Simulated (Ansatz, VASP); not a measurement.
# Two plane-wave programs on ScGa3As2

```
CELL_PARAMETERS angstrom
4.60684 0.00000 0.00000
0.00000 4.60684 0.00000
0.00000 0.00000 6.24563
ATOMIC_POSITIONS crystal
Sc 0.00000 0.00000 0.01114
Ga 0.50000 0.00000 0.31472
Ga 0.00000 0.50000 0.31472
Ga 0.50000 0.50000 0.54492
As 0.50000 0.00000 0.77886
As 0.00000 0.50000 0.77886
```

Alike in both runs: functional PBE; k mesh 4 × 4 × 4; occupations gaussian, width 0.1 eV; no spin polarisation.

Ansatz relaxed the structure, and its values are those at the end. VASP's run is a single point on that final structure, the one shown.

```csv
,VASP,Ansatz
version,VASP 6.6.1,Ansatz 0.2.0
potentials or method,"VASP PAW PBE potentials, release 64 (Sc_sv, Ga_d, As)","scalar-relativistic, plane waves, PAW"
plane-wave cutoff (eV),520,420
valence electrons in the cell,60,80
```

|  | VASP | Ansatz | Ansatz less VASP |
| --- | --- | --- | --- |
| gap on the k mesh at the Fermi level (eV) | none | none | - |
| pressure (GPa) | 0.0 | -0.1 | -0.11 |
| rms of the force components (eV/Å) | 0.015 | 0.013 | -0.0014 |

A gap of «none» marks a metal or a gap that the smearing closes. The two sets of potentials don't hold the same shells in valence.
